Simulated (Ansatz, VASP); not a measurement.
# GeCN2 in VASP and in Ansatz

INCAR

```
  ALGO = Normal
  EDIFF = 1E-7
  ENCUT = 520
  GGA = PS
  ISIF = 2
  ISMEAR = -1
  LASPH = True
  LCHARG = False
  LREAL = False
  LWAVE = False
  NBANDS = 22
  NELM = 60
  PREC = Accurate
  SIGMA = 0.05
```

KPOINTS

```
k-points
0
Gamma
  9 9 9
```

File POSCAR:

```
GeCN2
1.0
    1.8056701223      1.0425041312      4.9545539055
   -1.8056701223      1.0425041312      4.9545539055
    0.0000000000     -2.0850082624      4.9545539055
Ge N C
1 2 1
Direct
    0.0000000000      0.0000000000      0.0000000000
    0.5839044000      0.5839044000      0.5839044000
    0.4160956000      0.4160956000      0.4160956000
    0.5000000000      0.5000000000      0.5000000000
```

The input input.yaml:

```yaml
crystal:
  lattice:
    - [1.8056701223, 1.0425041312, 4.9545539055]
    - [-1.8056701223, 1.0425041312, 4.9545539055]
    - [0.0, -2.0850082624, 4.9545539055]
  atoms:
    - { symbol: Ge, position: [0.0, 0.0, 0.0] }
    - { symbol: "N", position: [0.5839044, 0.5839044, 0.5839044] }
    - { symbol: "N", position: [0.4160956, 0.4160956, 0.4160956] }
    - { symbol: C, position: [0.5, 0.5, 0.5] }
hamiltonian:
  xc: pbesol
  pseudopotentials: { kind: paw }
kpoints:
  mp_grid: { grid: [9, 9, 9] }
scf:
  occupations: { method: fermi_dirac, width: 0.05 }
output:
  forces: true
  stress: true
  eigenvalues: true
```

Change from the starting cell: volume scaled by 1.02.

Alike in both runs: task single point; functional PBEsol; k mesh 9 × 9 × 9; occupations fermi-dirac, width 0.05 eV; no spin polarisation.

```csv
,VASP,Ansatz
version,VASP 6.6.1,Ansatz 0.2.0
potentials or method,"VASP PAW PBE potentials, release 64 (Ge_d, N, C)",Ansatz PAW
plane-wave cutoff (eV),520,420
valence electrons in the cell,28,28
```

Ansatz gave:

```
gap on the k mesh at the Fermi level (eV)       : 1.05
least direct gap on the mesh (eV)               : 1.90
pressure (GPa)                                  : -5.7
largest component of the traceless stress (GPa) : 3.14
rms of the force components (eV/Å)              : 0.198
```

**Question.** Estimate VASP's values.

**Answer.** gap on the k mesh at the Fermi level (eV): 1.05; least direct gap on the mesh (eV): 1.89; pressure (GPa): -5.5; largest component of the traceless stress (GPa): 2.52; rms of the force components (eV/Å): 0.151.

Atom by atom the forces differ by 0.047 eV/Å (rms over components).

Caveats: the standard files for N, O and F lose accuracy on very short bonds (VASP); the PAW data sets were made with another functional, which shifts forces and pressure a little (VASP); an odd mesh through Γ misses points on the zone boundary, where band edges often lie (VASP); odd divisions of the mesh miss points on the zone boundary, where band edges often lie, so the gap on the mesh can be too wide (Ansatz); the pressure holds a Pulay correction of +0.4 GPa for the finite cutoff (Ansatz); the PAW data sets come from PBE, with cores solved anew for the run's functional, which leaves a small shift of forces and pressure (Ansatz).
